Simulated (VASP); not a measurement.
# Hf2SnC under strain

How does the pressure of Hf2SnC answer to a change of volume? The bands are shown for each cell. All runs use PBEsol. Left out of this account: at least 1 further run (fields: a reference on another mesh). The start is a computed cell from the Materials Project.

Program: VASP 6.6.1. Level of theory: PBEsol; plane waves and PAW (Hf_pv, Sn_d, C). Results are calculated unless marked as measured.

Most raw output is cut from this account.

### 1. The structure

Symmetry: P6_3/mmc, No. 194, hexagonal system. Conventional cell: a = 3.327 Å, b = 3.327 Å, c = 14.416 Å, α = 90.00°, β = 90.00°, γ = 120.00°. Nearest to Hf lie 3 C at 2.27 Å and 3 Sn at 3.06 Å and 3 Hf at 3.10 Å. Nearest to Sn lie 6 Hf at 3.06 Å and 6 Sn at 3.33 Å. C has 6 Hf at 2.27 Å nearest. Farther neighbours are not listed.

As a file:

```xyz
8
Lattice="3.3268 0.0000 0.0000 -1.6634 2.8811 0.0000 0.0000 0.0000 14.4163" Properties=species:S:1:pos:R:3 pbc="T T T"
Hf    0.0000    1.9207    1.2166
Hf    1.6634    0.9604    8.4247
Hf    1.6634    0.9604   13.1997
Hf    0.0000    1.9207    5.9916
Sn    0.0000    1.9207   10.8122
Sn    1.6634    0.9604    3.6041
C     0.0000    0.0000    0.0000
C     0.0000    0.0000    7.2081
```

### 2. Bands, cell as listed

Levels along the symmetry lines show where the bands peak and cross; KPOINTS_OPT computes them in the converged potential. PBEsol restores the gradient expansion of exchange and is tuned for the cells of solids.

INCAR reads:

```
SYSTEM = Hf2SnC
PREC = Accurate
ENCUT = 520
EDIFF = 1E-06
NELM = 100
ISMEAR = -1
SIGMA = 0.05
LREAL = .FALSE.
ALGO = Normal
GGA = PS
NBANDS = 59
LASPH = .TRUE.
LORBIT = 11
LWAVE = .FALSE.
LCHARG = .FALSE.
KPAR = 8
```

POSCAR reads:

```
Hf2SnC
1.0
    3.3267918323      0.0000000000      0.0000000000
   -1.6633959161      2.8810862398      0.0000000000
    0.0000000000      0.0000000000     14.4162795200
Hf Sn C
4 2 2
Direct
    0.3333333300      0.6666666700      0.0843876500
    0.6666666700      0.3333333300      0.5843876500
    0.6666666700      0.3333333300      0.9156123500
    0.3333333300      0.6666666700      0.4156123500
    0.3333333300      0.6666666700      0.7500000000
    0.6666666700      0.3333333300      0.2500000000
    0.0000000000      0.0000000000      0.0000000000
    0.0000000000      0.0000000000      0.5000000000
```

KPOINTS reads:

```
Automatic mesh
0
Gamma
10 10 2
0 0 0
```

KPOINTS_OPT reads:

```
Line mode
12
Line-mode
Reciprocal
  0.00000000   0.00000000   0.00000000 GAMMA
  0.50000000   0.00000000   0.00000000 M

  0.50000000   0.00000000   0.00000000 M
  0.33333333   0.33333333   0.00000000 K

  0.33333333   0.33333333   0.00000000 K
  0.00000000   0.00000000   0.00000000 GAMMA

  0.00000000   0.00000000   0.00000000 GAMMA
  0.00000000   0.00000000   0.50000000 A

  0.00000000   0.00000000   0.50000000 A
  0.50000000   0.00000000   0.50000000 L

  0.50000000   0.00000000   0.50000000 L
  0.33333333   0.33333333   0.50000000 H

  0.33333333   0.33333333   0.50000000 H
  0.00000000   0.00000000   0.50000000 A

  0.50000000   0.00000000   0.50000000 L
  0.50000000   0.00000000   0.00000000 M

  0.33333333   0.33333333   0.00000000 K
  0.33333333   0.33333333   0.50000000 H
```

The projector-augmented-wave data sets are Hf_pv, Sn_d and C (PBE family, release 64).

Run with:

```console
> mpirun -np 8 vasp_std
```

Wall time 2.2 min (8 MPI ranks of Intel Xeon 6975P-C (Granite Rapids), shared host); peak memory 4.3 GiB.

Spin-orbit coupling is off here; it can split and shift levels that hold much weight on Hf and Sn by tenths of an eV or more. Harder data sets than Hf_pv exist (the GW ones), and pressures, volumes and forces can shift noticeably with them. The PAW data sets were made with PBE, which is usual practice but a small mismatch for other functionals. At this level the cell is under a tension of 2.9 GPa, so at these settings it is away from equilibrium.

Numbers from this step:

| Property | Result |
| --- | --- |
| SCF cycles | 15 |
| electrons | 76 |
| bands | 59 |
| irreducible k-points | 28 |
| symmetry operations | 24 |
| free energy (TOTEN) | -76.6763 eV |
| energy at zero smearing | -76.6665 eV |
| Fermi energy | 7.306 eV |
| pressure | -2.949 GPa |
| metallic, judged on the points sampled | yes |

Electronic bands along the path, in eV, zero at the Fermi level; # counts the bands kept in this run:

```
          point    #11    #12    #13    #14    #15    #16   #17   #18
              Γ   0.06   0.75   0.86   0.86   0.90   0.90  2.26  2.26
0.55 of the way  -1.53  -1.13  -1.11  -0.81   1.28   1.32  1.73  2.00
              M  -2.24  -2.08  -1.95  -1.93   1.24   1.51  2.15  2.34
0.45 of the way  -2.13  -2.11  -1.80  -1.31  -0.39   0.70  1.49  1.50
              K  -2.65  -2.46  -2.14  -2.14  -0.59   0.88  1.09  1.09
0.45 of the way  -1.82  -1.34  -0.69  -0.69   0.05   0.10  0.73  1.75
              Γ   0.06   0.75   0.86   0.86   0.90   0.90  2.26  2.26
0.45 of the way   0.17   0.69   0.87   0.87   0.90   0.90  2.30  2.30
              A   0.46   0.46   0.88   0.88   0.88   0.88  2.44  2.44
0.45 of the way  -0.91  -0.91  -0.32  -0.32   1.35   1.35  1.43  1.43
              L  -2.15  -2.15  -1.93  -1.93   1.77   1.77  1.78  1.78
0.45 of the way  -2.13  -2.13  -1.55  -1.55   0.12   0.12  1.53  1.53
              H  -2.73  -2.73  -2.08  -2.08   0.01   0.01  1.04  1.04
0.45 of the way  -1.62  -1.62  -0.53  -0.53  -0.16  -0.16  1.53  1.53
              A   0.46   0.46   0.88   0.88   0.88   0.88  2.44  2.44
      jump to L  -2.15  -2.15  -1.93  -1.93   1.77   1.77  1.78  1.78
0.45 of the way  -2.20  -2.10  -1.94  -1.93   1.42   1.60  2.00  2.14
              M  -2.24  -2.08  -1.95  -1.93   1.24   1.51  2.15  2.34
      jump to K  -2.65  -2.46  -2.14  -2.14  -0.59   0.88  1.09  1.09
0.45 of the way  -2.69  -2.53  -2.11  -2.11  -0.45   0.59  1.07  1.07
              H  -2.73  -2.73  -2.08  -2.08   0.01   0.01  1.04  1.04
```

Of the projections kept (Hf, Sn, C), the largest for each band there, as a share of the weight inside these atoms' spheres; weight between the spheres isn't counted:

```
point      #11      #12      #13      #14      #15      #16      #17      #18
    Γ  Hf 0.88  Hf 0.98  Hf 0.99  Hf 0.99  Hf 1.00  Hf 1.00  Hf 0.90  Hf 0.90
    M  Hf 0.62  Hf 0.56  Hf 0.98  Hf 0.92  Hf 0.80  Hf 0.53  Sn 0.55  Hf 0.71
    K  Sn 0.51  Hf 0.41  Hf 0.62  Hf 0.62  Hf 0.94  Hf 0.82  Hf 0.79  Hf 0.79
    Γ  Hf 0.88  Hf 0.98  Hf 0.99  Hf 0.99  Hf 1.00  Hf 1.00  Hf 0.90  Hf 0.90
    A  Hf 0.93  Hf 0.93  Hf 0.99  Hf 0.99  Hf 0.99  Hf 0.99  Hf 0.93  Hf 0.93
    L  Hf 0.60  Hf 0.60  Hf 0.94  Hf 0.94  Hf 0.75  Hf 0.75  Hf 0.48  Hf 0.48
```

Force by atom:

```
atom  x (eV/Å)  y (eV/Å)  z (eV/Å)    size
 Hf1    0.0000    0.0000   -0.0881  0.0881
 Hf2    0.0000    0.0000   -0.0881  0.0881
 Hf3    0.0000    0.0000    0.0881  0.0881
 Hf4    0.0000    0.0000    0.0881  0.0881
 Sn5    0.0000    0.0000    0.0000  0.0000
 Sn6    0.0000    0.0000    0.0000  0.0000
  C7    0.0000    0.0000    0.0000  0.0000
  C8    0.0000    0.0000    0.0000  0.0000
```

There is no gap at this level.

### 3. Bands, volume times 1.04

The cell is expanded evenly, with fractional positions held.

INCAR is that of step 2.

Changes to POSCAR since step 2:

```diff
@@ -2,5 +2,5 @@
 1.0
-    3.3267918323      0.0000000000      0.0000000000
-   -1.6633959161      2.8810862398      0.0000000000
-    0.0000000000      0.0000000000     14.4162795200
+    3.3705704294      0.0000000000      0.0000000000
+   -1.6852852147      2.9189996171      0.0000000000
+    0.0000000000      0.0000000000     14.6059891638
 Hf Sn C
```

KPOINTS is that of step 2.

KPOINTS_OPT is that of step 2.

Run with:

```console
> mpirun -np 8 vasp_std
```

Run time: 2 min. Hardware: 8 MPI ranks; peak memory 4.4 GiB; 13 min of CPU time.

Numbers from this step:

| Property | Result |
| --- | --- |
| free energy (TOTEN) | -76.4754 eV |
| energy at zero smearing | -76.4648 eV |
| Fermi energy | 6.957 eV |
| pressure | -8.603 GPa |

The electronic bands at the labelled points (eV, zero at the Fermi level; # counts the bands kept in this run):

```
          point    #11    #12    #13    #14    #15    #16   #17   #18
              Γ   0.02   0.73   0.83   0.83   0.87   0.87  2.15  2.15
0.55 of the way  -1.49  -1.11  -1.06  -0.77   1.23   1.27  1.65  1.91
              M  -2.23  -2.07  -1.87  -1.83   1.15   1.45  2.05  2.21
0.45 of the way  -2.12  -2.09  -1.72  -1.24  -0.39   0.64  1.41  1.43
              K  -2.61  -2.38  -2.11  -2.11  -0.56   0.86  1.01  1.01
0.45 of the way  -1.77  -1.32  -0.66  -0.66   0.03   0.11  0.67  1.68
              Γ   0.02   0.73   0.83   0.83   0.87   0.87  2.15  2.15
0.45 of the way   0.14   0.66   0.84   0.84   0.87   0.87  2.19  2.19
              A   0.43   0.43   0.85   0.85   0.85   0.85  2.32  2.32
0.45 of the way  -0.88  -0.88  -0.30  -0.30   1.29   1.29  1.37  1.37
              L  -2.14  -2.14  -1.84  -1.84   1.66   1.66  1.69  1.69
0.45 of the way  -2.11  -2.11  -1.49  -1.49   0.10   0.10  1.44  1.44
              H  -2.66  -2.66  -2.06  -2.06   0.02   0.02  0.97  0.97
0.45 of the way  -1.58  -1.58  -0.50  -0.50  -0.17  -0.17  1.47  1.47
              A   0.43   0.43   0.85   0.85   0.85   0.85  2.32  2.32
      jump to L  -2.14  -2.14  -1.84  -1.84   1.66   1.66  1.69  1.69
0.45 of the way  -2.19  -2.09  -1.86  -1.83   1.32   1.52  1.90  2.01
              M  -2.23  -2.07  -1.87  -1.83   1.15   1.45  2.05  2.21
      jump to K  -2.61  -2.38  -2.11  -2.11  -0.56   0.86  1.01  1.01
0.45 of the way  -2.64  -2.46  -2.09  -2.09  -0.42   0.58  1.00  1.00
              H  -2.66  -2.66  -2.06  -2.06   0.02   0.02  0.97  0.97
```

Of the projections kept (Hf, Sn, C), the largest for each band there, as a share of the weight inside these atoms' spheres; weight between the spheres isn't counted:

```
point      #11      #12      #13      #14      #15      #16      #17      #18
    Γ  Hf 0.87  Hf 0.98  Hf 0.99  Hf 0.99  Hf 1.00  Hf 1.00  Hf 0.90  Hf 0.90
    M  Hf 0.61  Hf 0.56  Hf 0.98  Hf 0.93  Hf 0.81  Hf 0.54  Sn 0.55  Hf 0.72
    K  Sn 0.52  Hf 0.40  Hf 0.62  Hf 0.62  Hf 0.94  Hf 0.83  Hf 0.80  Hf 0.80
    Γ  Hf 0.87  Hf 0.98  Hf 0.99  Hf 0.99  Hf 1.00  Hf 1.00  Hf 0.90  Hf 0.90
    A  Hf 0.93  Hf 0.93  Hf 0.99  Hf 0.99  Hf 0.99  Hf 0.99  Hf 0.93  Hf 0.93
    L  Hf 0.59  Hf 0.59  Hf 0.95  Hf 0.95  Hf 0.76  Hf 0.76  Hf 0.49  Hf 0.49
```

Force by atom:

```
atom  x (eV/Å)  y (eV/Å)  z (eV/Å)   size
 Hf1     0.000     0.000    -0.422  0.422
 Hf2     0.000     0.000    -0.422  0.422
 Hf3     0.000     0.000     0.422  0.422
 Hf4     0.000     0.000     0.422  0.422
 Sn5     0.000     0.000     0.000  0.000
 Sn6     0.000     0.000     0.000  0.000
  C7     0.000     0.000     0.000  0.000
  C8     0.000     0.000     0.000  0.000
```

 The pressure is -8.60 GPa.

For the pressure, step 2 gave -2.95 GPa; this run, with cell volume +4.0 %, gives -8.60 GPa.

### 4. Bands, volume times 1.08

INCAR is that of step 3.

Changes to POSCAR since step 3:

```diff
@@ -2,5 +2,5 @@
 1.0
-    3.3705704294      0.0000000000      0.0000000000
-   -1.6852852147      2.9189996171      0.0000000000
-    0.0000000000      0.0000000000     14.6059891638
+    3.4132404077      0.0000000000      0.0000000000
+   -1.7066202038      2.9559529022      0.0000000000
+    0.0000000000      0.0000000000     14.7908947319
 Hf Sn C
```

KPOINTS is that of step 3.

KPOINTS_OPT is that of step 3.

Run with:

```console
> mpirun -np 8 vasp_std
```

The job ended after 2.1 min (8 MPI ranks; peak memory 4.5 GiB; 14 min of CPU time).

This step gave:

```yaml
free_energy_toten: -76.0987 eV
energy_at_zero_smearing: -76.0874 eV
fermi_energy: 6.629 eV
pressure: -13.17 GPa
```

Electronic bands along the path, in eV, zero at the Fermi level; # counts the bands kept in this run:

```
          point    #11    #12    #13    #14    #15   #16   #17   #18
              Γ  -0.02   0.70   0.80   0.80   0.85  0.85  2.06  2.06
0.45 of the way  -0.96  -0.69  -0.34  -0.31   1.05  1.16  1.57  1.61
              M  -2.22  -2.05  -1.79  -1.75   1.06  1.39  1.95  2.10
0.45 of the way  -2.10  -2.06  -1.65  -1.18  -0.38  0.58  1.33  1.38
              K  -2.56  -2.31  -2.07  -2.07  -0.53  0.84  0.95  0.95
0.55 of the way  -1.25  -0.66  -0.56  -0.28   0.42  0.43  1.35  1.42
              Γ  -0.02   0.70   0.80   0.80   0.85  0.85  2.06  2.06
0.55 of the way   0.15   0.61   0.81   0.81   0.84  0.84  2.11  2.11
              A   0.41   0.41   0.83   0.83   0.83  0.83  2.22  2.22
0.45 of the way  -0.85  -0.85  -0.29  -0.29   1.24  1.24  1.32  1.32
              L  -2.12  -2.12  -1.76  -1.76   1.56  1.56  1.62  1.62
0.45 of the way  -2.09  -2.09  -1.43  -1.43   0.09  0.09  1.36  1.36
              H  -2.59  -2.59  -2.03  -2.03   0.03  0.03  0.91  0.91
0.55 of the way  -1.09  -1.09  -0.03  -0.03   0.08  0.08  1.57  1.57
              A   0.41   0.41   0.83   0.83   0.83  0.83  2.22  2.22
      jump to L  -2.12  -2.12  -1.76  -1.76   1.56  1.56  1.62  1.62
0.55 of the way  -2.19  -2.07  -1.78  -1.75   1.18  1.44  1.86  1.96
              M  -2.22  -2.05  -1.79  -1.75   1.06  1.39  1.95  2.10
      jump to K  -2.56  -2.31  -2.07  -2.07  -0.53  0.84  0.95  0.95
0.55 of the way  -2.59  -2.41  -2.05  -2.05  -0.34  0.49  0.92  0.92
              H  -2.59  -2.59  -2.03  -2.03   0.03  0.03  0.91  0.91
```

Of the projections kept (Hf, Sn, C), the largest for each band there, as a share of the weight inside these atoms' spheres; weight between the spheres isn't counted:

```
point      #11      #12      #13      #14      #15      #16      #17      #18
    Γ  Hf 0.86  Hf 0.98  Hf 0.99  Hf 0.99  Hf 1.00  Hf 1.00  Hf 0.91  Hf 0.91
    M  Hf 0.60  Hf 0.55  Hf 0.98  Hf 0.94  Hf 0.82  Hf 0.54  Sn 0.55  Hf 0.73
    K  Sn 0.53  Hf 0.39  Hf 0.62  Hf 0.62  Hf 0.94  Hf 0.84  Hf 0.80  Hf 0.80
    Γ  Hf 0.86  Hf 0.98  Hf 0.99  Hf 0.99  Hf 1.00  Hf 1.00  Hf 0.91  Hf 0.91
    A  Hf 0.93  Hf 0.93  Hf 0.99  Hf 0.99  Hf 0.99  Hf 0.99  Hf 0.93  Hf 0.93
    L  Hf 0.58  Hf 0.58  Hf 0.95  Hf 0.95  Hf 0.77  Hf 0.77  Hf 0.49  Hf 0.49
```

Force by atom:

```
atom  x (eV/Å)  y (eV/Å)  z (eV/Å)   size
 Hf1     0.000     0.000    -0.711  0.711
 Hf2     0.000     0.000    -0.711  0.711
 Hf3     0.000     0.000     0.711  0.711
 Hf4     0.000     0.000     0.711  0.711
 Sn5     0.000     0.000     0.000  0.000
 Sn6     0.000     0.000     0.000  0.000
  C7     0.000     0.000     0.000  0.000
  C8     0.000     0.000     0.000  0.000
```

 The pressure is -13.17 GPa.

For the pressure, step 2 gave -2.95 GPa; this run, with cell volume +8.0 %, gives -13.2 GPa.

### 5. Bands, sheared, principal strains -2.1, -0.2, +2.4 %

The first cell is sheared at its own volume, which lowers its symmetry.

INCAR is that of step 4.

Changes to POSCAR since step 4:

```diff
@@ -2,5 +2,5 @@
 1.0
-    3.4132404077      0.0000000000      0.0000000000
-   -1.7066202038      2.9559529022      0.0000000000
-    0.0000000000      0.0000000000     14.7908947319
+    3.4020220000     -0.0244670000      0.0036080000
+   -1.7222000000      2.8404060000      0.0115620000
+    0.0156340000      0.0668780000     14.3623530000
 Hf Sn C
```

KPOINTS is that of step 4.

KPOINTS_OPT reads:

```
Line mode
12
Line-mode
Reciprocal
 -0.50000000   0.50000000   0.00000000 X
  0.00000000   0.00000000   0.00000000 GAMMA

  0.00000000   0.00000000   0.00000000 GAMMA
  0.00000000   0.00000000   0.50000000 Y

 -0.50000000   0.50000000   0.50000000 L
  0.00000000   0.00000000   0.00000000 GAMMA

  0.00000000   0.00000000   0.00000000 GAMMA
  0.50000000   0.00000000   0.00000000 Z

  0.00000000   0.50000000   0.00000000 N
  0.00000000   0.00000000   0.00000000 GAMMA

  0.00000000   0.00000000   0.00000000 GAMMA
  0.50000000   0.00000000   0.50000000 M

  0.00000000   0.50000000   0.50000000 R
  0.00000000   0.00000000   0.00000000 GAMMA
```

Run with:

```console
> mpirun -np 8 vasp_std
```

Wall time 3.1 min (8 MPI ranks); peak memory 9.2 GiB.

The path and its labels are those of the sheared lattice, so a letter need not mean the same point as in the unstrained cell.

Numbers from this step:

| Item | Value |
| --- | --- |
| irreducible k-points | 104 |
| symmetry operations | 2 |
| free energy (TOTEN) | -76.5800 eV |
| energy at zero smearing | -76.5698 eV |
| Fermi energy | 7.310 eV |
| pressure | -2.703 GPa |

The electronic bands at the labelled points (eV, zero at the Fermi level; # counts the bands kept in this run):

```
          point    #10    #11    #12    #13    #14   #15   #16   #17
              X  -2.82  -2.36  -2.20  -1.96  -1.93  1.22  1.80  2.22
0.55 of the way  -2.19  -1.13  -0.83  -0.54  -0.44  1.13  1.39  1.68
              Γ  -2.51   0.10   0.54   0.60   0.79  1.12  1.16  2.08
0.55 of the way  -2.72   0.26   0.55   0.59   0.70  1.13  1.15  2.14
              Y  -2.96   0.50   0.50   0.57   0.58  1.14  1.14  2.25
      jump to L  -2.84  -2.27  -2.26  -1.95  -1.94  1.71  1.71  2.05
0.45 of the way  -2.25  -1.61  -1.42  -1.06  -0.93  1.31  1.48  1.57
              Γ  -2.51   0.10   0.54   0.60   0.79  1.12  1.16  2.08
0.55 of the way  -2.10  -1.56  -1.19  -1.12  -0.83  1.26  1.31  1.71
              Z  -2.94  -2.27  -2.10  -1.95  -1.92  1.25  1.56  2.17
      jump to N  -3.06  -2.12  -1.95  -1.92  -1.89  1.08  1.31  1.69
0.55 of the way  -2.08  -0.96  -0.72  -0.23  -0.17  0.99  1.13  1.50
              Γ  -2.51   0.10   0.54   0.60   0.79  1.12  1.16  2.08
0.55 of the way  -2.22  -1.51  -1.32  -0.99  -0.85  1.31  1.36  1.55
              M  -2.95  -2.18  -2.17  -1.94  -1.92  1.76  1.77  1.82
      jump to R  -3.12  -2.03  -2.03  -1.90  -1.89  1.33  1.34  1.87
0.55 of the way  -2.16  -0.93  -0.76  -0.21  -0.17  1.03  1.20  1.38
              Γ  -2.51   0.10   0.54   0.60   0.79  1.12  1.16  2.08
```

Of the projections kept (Hf, Sn, C), the largest for each band there, as a share of the weight inside these atoms' spheres; weight between the spheres isn't counted:

```
point      #10      #11      #12      #13      #14      #15      #16      #17
    X  Hf 0.58  Hf 0.60  Hf 0.56  Hf 0.98  Hf 0.94  Hf 0.80  Hf 0.57  Hf 0.71
    Γ  Hf 0.51  Hf 0.88  Hf 0.98  Hf 1.00  Hf 0.98  Hf 0.99  Hf 1.00  Hf 0.89
    Y  Hf 0.57  Hf 0.93  Hf 0.94  Hf 0.99  Hf 0.99  Hf 0.99  Hf 0.99  Hf 0.93
    L  Hf 0.58  Hf 0.58  Hf 0.58  Hf 0.95  Hf 0.96  Hf 0.75  Hf 0.75  Hf 0.52
    Γ  Hf 0.51  Hf 0.88  Hf 0.98  Hf 1.00  Hf 0.98  Hf 0.99  Hf 1.00  Hf 0.89
    Z  Hf 0.58  Hf 0.61  Hf 0.56  Hf 0.97  Hf 0.94  Hf 0.80  Hf 0.54  Sn 0.51
```

Force by atom:

```
atom  x (eV/Å)  y (eV/Å)  z (eV/Å)   size
 Hf1    -0.024    -0.054    -0.074  0.095
 Hf2    -0.016    -0.132    -0.070  0.150
 Hf3     0.024     0.054     0.074  0.095
 Hf4     0.016     0.132     0.070  0.150
 Sn5     0.028    -0.088     0.009  0.093
 Sn6    -0.028     0.088    -0.009  0.093
  C7     0.000     0.000     0.000  0.000
  C8     0.000     0.000     0.000  0.000
```

 The pressure is -2.70 GPa, and the symmetry operations fall from 24 to 2.

[end of part 1 of 2]

[Lines on the potential files, build, host, timing and source positions are cut from VASP's logs without a mark.]

[Logs are printed without paths, hosts, clocks, repeated set-up lines and the standing remarks that a program may print on its own settings, such as how far it seeks lower states.]

[Hosts, paths, dates, database ids (printed as entryN), source tags and the programs' standing remarks are cut or masked in the printed files.]

[A measured line is paired with the nearest computed mode of its activity, which favours agreement.]

[In band tables of VASP the shares of atoms and orbitals are scaled to a sum of 1 inside the atoms' spheres.]
